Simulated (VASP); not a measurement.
Computed with PBE GGA, VASP's PBE PAW potentials (set 64) (plane waves; VASP).

VASP ran on this input.

File POSCAR:
```
CoAl
1
    2.8040362260    -0.0000000000    -0.0000000000
    0.0000000000     2.8040362260     0.0000000000
    0.0000000000     0.0000000000     2.8040362260
Al Co
1 1
Direct
  0.5000000000   0.5000000000   0.5000000000
  0.0000000000   0.0000000000   0.0000000000
```

INCAR:
```
LREAL  =  .False.   # projection in real space or not
EDIFFG  =  -0.02   # ionic stop
SIGMA  =  0.1
LMAXMIX  =  4   # l cut-off of mixed one-centre charges
ISMEAR  =  1
LCHARG  =  .False.
NSW  =  40   # most ionic steps
LASPH  =  .True.
ISIF  =  3   # ions, shape and volume
PREC  =  Accurate
LWAVE  =  .False.
GGA  =  PE
ALGO  =  Normal
IBRION  =  2
PSTRESS  =  100   # kbar
NELM  =  100   # most electronic steps
SYSTEM  =  CoAl
ENCUT  =  500   # plane-wave cut-off (eV)
EDIFF  =  1E-6   # SCF stop (eV)
```

### KPOINTS
```
Automatic mesh
0
Gamma
13 13 13
0 0 0
```

POTCAR, in this order: Al Co (PBE.64 set). Program: vasp_std.

Output of the run:

### OUTCAR
```
 ion  position               nearest neighbor table
   1  0.500  0.500  0.500-   2 2.43   2 2.43   2 2.43   2 2.43   2 2.43   2 2.43   2 2.43   2 2.43
  LATTYP: Found a simple cubic cell.
 ALAT       =     2.8040362260
 Subroutine PRICEL returns:
 Original cell was already a primitive cell.
 Subroutine GETGRP returns: Found 48 space group operations
The static configuration has the point symmetry O_h .
The dynamic configuration has the point symmetry O_h .
 Subroutine INISYM returns: Found 48 space group operations
 Subroutine IBZKPT returns following result:
 Found     84 irreducible k-points:

 Following reciprocal coordinates:
            Coordinates               Weight
  0.000000  0.000000  0.000000      1.000000
  0.076923  0.000000  0.000000      6.000000
  0.153846  0.000000  0.000000      6.000000
  0.230769  0.000000  0.000000      6.000000
  0.307692  0.000000  0.000000      6.000000
  0.384615  0.000000  0.000000      6.000000
  0.461538  0.000000  0.000000      6.000000
  0.076923  0.076923  0.000000     12.000000
  0.153846  0.076923  0.000000     24.000000
  0.230769  0.076923  0.000000     24.000000
  0.307692  0.076923  0.000000     24.000000
  0.384615  0.076923  0.000000     24.000000
  0.461538  0.076923  0.000000     24.000000
  0.153846  0.153846  0.000000     12.000000
  0.230769  0.153846  0.000000     24.000000
  0.307692  0.153846  0.000000     24.000000
  0.384615  0.153846  0.000000     24.000000
  0.461538  0.153846  0.000000     24.000000
  0.230769  0.230769  0.000000     12.000000
  0.307692  0.230769  0.000000     24.000000
  0.384615  0.230769  0.000000     24.000000
  0.461538  0.230769  0.000000     24.000000
  0.307692  0.307692  0.000000     12.000000
  0.384615  0.307692  0.000000     24.000000
  0.461538  0.307692  0.000000     24.000000
  0.384615  0.384615  0.000000     12.000000
  0.461538  0.384615  0.000000     24.000000
  0.461538  0.461538  0.000000     12.000000
  0.076923  0.076923  0.076923      8.000000
  0.153846  0.076923  0.076923     24.000000
  0.230769  0.076923  0.076923     24.000000
  0.307692  0.076923  0.076923     24.000000
  0.384615  0.076923  0.076923     24.000000
  0.461538  0.076923  0.076923     24.000000
  0.153846  0.153846  0.076923     24.000000
  0.230769  0.153846  0.076923     48.000000
  0.307692  0.153846  0.076923     48.000000
  0.384615  0.153846  0.076923     48.000000
  0.461538  0.153846  0.076923     48.000000
  0.230769  0.230769  0.076923     24.000000
   k-points           NKPTS =     84   k-points in BZ     NKDIM =     84   number of bands    NBANDS=     10
   number of dos      NEDOS =    301   number of ions     NIONS =      2
   total plane-waves  NPLWV =   8000
   dimension x,y,z NGX =    20 NGY =   20 NGZ =   20
   dimension x,y,z NGXF=    40 NGYF=   40 NGZF=   40
   ions per type =               1   1
   PREC   = accura    normal or accurate (medium, high low for compatibility)
   ISTART =      0    job   : 0-new  1-cont  2-samecut
   ICHARG =      2    charge: 1-file 2-atom 10-const
   ISPIN  =      1    spin polarized calculation?
   LNONCOLLINEAR =      F non collinear calculations
   LSORBIT =      F    spin-orbit coupling
   INIWAV =      1    electr: 0-lowe 1-rand  2-diag
   ENCUT  =  500.0 eV  36.75 Ry    6.06 a.u.   5.11  5.11  5.11*2*pi/ulx,y,z
   NELM   =    100;   NELMIN=  2; NELMDL= -5     # of ELM steps
   EDIFF  = 0.1E-05   stopping-criterion for ELM
   LREAL  =      F    real-space projection
   NLSPLINE    = F    spline interpolate recip. space projectors
   LMAXMIX     =    4 max onsite mixed and CHGCAR
   VOSKOWN=      0    Vosko Wilk Nusair interpolation
...
```

File OSZICAR:
```
       N       E                     dE             d eps       ncg     rms          rms(c)
DAV:   1     0.373124087730E+02    0.37312E+02   -0.52540E+03  1688   0.123E+03
DAV:   2    -0.122333615620E+02   -0.49546E+02   -0.46761E+02  1696   0.193E+02
DAV:   3    -0.136248310341E+02   -0.13915E+01   -0.13763E+01  1996   0.417E+01
DAV:   4    -0.136497800208E+02   -0.24949E-01   -0.24941E-01  1970   0.509E+00
DAV:   5    -0.136505755902E+02   -0.79557E-03   -0.79556E-03  1924   0.924E-01    0.129E+01
DAV:   6    -0.160429791154E+02   -0.23924E+01   -0.68884E+01  1874   0.126E+02    0.167E+01
DAV:   7    -0.119805334307E+02    0.40624E+01   -0.30920E+01  1856   0.803E+01    0.192E+00
DAV:   8    -0.119697830883E+02    0.10750E-01   -0.21402E-01  1766   0.421E+00    0.119E+00
DAV:   9    -0.119551311086E+02    0.14652E-01   -0.47801E-02  2026   0.313E+00    0.303E-01
DAV:  10    -0.119546867457E+02    0.44436E-03   -0.13311E-03  2242   0.526E-01    0.146E-01
DAV:  11    -0.119546735175E+02    0.13228E-04   -0.24273E-05  1926   0.455E-02    0.192E-02
DAV:  12    -0.119546699694E+02    0.35481E-05   -0.17256E-05  1980   0.594E-02    0.565E-03
DAV:  13    -0.119546699923E+02   -0.22887E-07   -0.24453E-07   882   0.500E-03
   1 F= -.10578601E+02 E0= -.10578465E+02  d E =-.105786E+02
```

**OUTCAR**
```
------------------------ aborting loop because EDIFF is reached ----------------------------------------
  FORCE on cell =-STRESS in cart. coord.  units (eV):
  Direction    XX          YY          ZZ          XY          YZ          ZX
  --------------------------------------------------------------------------------------
  Total        1.3813587      1.3813587      1.3813587      0.0000000      0.0000000     -0.0000000
  in kB      100.3843933    100.3843933    100.3843933      0.0000000      0.0000000     -0.0000000
  external PRESSURE =       0.3843933 kB  Pullay stress =     100.0000000 kB
  volume of cell :       22.05
      direct lattice vectors                 reciprocal lattice vectors
     2.804036226  0.000000000  0.000000000     0.356628773  0.000000000  0.000000000
     0.000000000  2.804036226  0.000000000     0.000000000  0.356628773  0.000000000
     0.000000000  0.000000000  2.804036226     0.000000000  0.000000000  0.356628773
 POSITION                                       TOTAL-FORCE (eV/Angst)
 -----------------------------------------------------------------------------------
      1.40202      1.40202      1.40202         0.000000      0.000000      0.000000
      0.00000      0.00000      0.00000         0.000000      0.000000      0.000000
 -----------------------------------------------------------------------------------
    total drift:                               -0.000000      0.000000     -0.000000
  FREE ENERGIE OF THE ION-ELECTRON SYSTEM (eV)
  ---------------------------------------------------
  free  energy   TOTEN  =       -11.9546699923 eV

  energy  without entropy=      -11.9542631192  energy(sigma->0) =      -11.95453437
  enthalpy is  TOTEN    =       -10.5786007811 eV   P V=        1.3760692112

 reached required accuracy - stopping structural energy minimisation
```
(Selected blocks of OUTCAR.)

**OUTCAR**
```
 val. band max:       11.2023417065   @ k =   0.4615   0.3846   0.0000

 cond. band min:      11.2503890442   @ k =   0.4615   0.3846   0.0769


 Fermi energy:        11.2331838151

 k-point     1 :       0.0000    0.0000    0.0000
  band No.  band energies     occupation
      1      -0.1657      2.00000
      2       8.0539      2.00000
      3       8.0539      2.00000
      4      10.3363      2.00000
      5      10.3363      2.00000
      6      10.3363      2.00000
      7      17.4611      0.00000
      8      17.4611      0.00000
      9      17.4611      0.00000
     10      20.1797      0.00000

 k-point     2 :       0.0769    0.0000    0.0000
  band No.  band energies     occupation
      1      -0.0495      2.00000
      2       8.0442      2.00000
      3       8.0873      2.00000
      4      10.2722      2.00000
      5      10.2722      2.00000
      6      10.3431      2.00000
      7      16.3854      0.00000
      8      17.6232      0.00000
      9      17.6232      0.00000
     10      20.1590      0.00000

 k-point     3 :       0.1538    0.0000    0.0000
  band No.  band energies     occupation
      1       0.2966      2.00000
      2       7.9771      2.00000
      3       8.1815      2.00000
      4      10.1036      2.00000
      5      10.1036      2.00000
      6      10.3620      2.00000
      7      14.6845      0.00000
      8      18.0867      0.00000
      9      18.0867      0.00000
     10      20.0981      0.00000

 k-point     4 :       0.2308    0.0000    0.0000
  band No.  band energies     occupation
      1       0.8649      2.00000
      2       7.7304      2.00000
      3       8.3188      2.00000
      4       9.8847      2.00000
      5       9.8847      2.00000
      6      10.3889      2.00000
      7      13.1827     -0.00000
      8      18.8002      0.00000
      9      18.8002      0.00000
     10      20.0028      0.00000

 k-point     5 :       0.3077    0.0000    0.0000
...
```

The compound is CoAl in the CsCl type structure. It was relaxed first under an external pressure of 10 GPa. The run is not spin-polarised, so no magnetic state was tried.
